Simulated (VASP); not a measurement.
The input files of a VASP run:

KPOINTS:
```
K-points
0
Gamma
 12 12 12
```

INCAR:
```
SYSTEM=BN
PREC=Accurate; ENCUT=520; LREAL=.FALSE.
LASPH=.TRUE.
EDIFF=1E-7; NELM=100; ALGO=Normal
ISMEAR=0; SIGMA=0.05
GGA=CX; LUSE_VDW=.TRUE.; AGGAC=0.0
ISIF=2
LWAVE=.FALSE.; LCHARG=.FALSE.
```

File POSCAR:
```
BN
3.6905260
  0.0000000000   0.4999999598   0.4999999598
  0.4999999598   0.0000000000   0.4999999598
  0.4999999598   0.4999999598   0.0000000000
B N
1 1
Cartesian
  0.0000000000   0.0000000000   0.0000000000
  0.2499999799   0.2499999799   0.2499999799
```

POTCAR, in this order: B N (PBE.64 set). Program: vasp_std.

Task: Translate this vdW-DF-cx calculation to Quantum ESPRESSO's pw.x.

Result: One equivalent input (not run):
```
&CONTROL
  calculation = 'scf'
  pseudo_dir = './pseudo'
  outdir = './out'
  tprnfor = .true.
  tstress = .true.
/
&SYSTEM
  ibrav = 0
  nat = 2
  ntyp = 2
  ecutwfc = 84
  occupations = 'smearing'
  smearing = 'gaussian'
  degauss = 0.003675
  input_dft = 'vdw-df-cx'
/
&ELECTRONS
  conv_thr = 7.3e-09
  electron_maxstep = 100
/
ATOMIC_SPECIES
  B 10.810 B.upf
  N 14.007 N.upf
CELL_PARAMETERS angstrom
     0.0000000    1.8452629    1.8452629
     1.8452629    0.0000000    1.8452629
     1.8452629    1.8452629    0.0000000
ATOMIC_POSITIONS crystal
  B    0.0000000  0.0000000  0.0000000
  N    0.2500000  0.2500000  0.2500000
K_POINTS automatic
  12 12 12 0 0 0
```
What does not carry over: the potentials are each code's own (VASP's PAW set, PseudoDojo norm-conserving files in pw.x), so ENCUT and ecutwfc are chosen apart and not converted; conv_thr bounds pw.x's estimated SCF error, while EDIFF bounds the energy change between steps.

The compound is BN in the zinc blende structure. This cell is one point of a volume scan, at 1.06 of the reference volume.
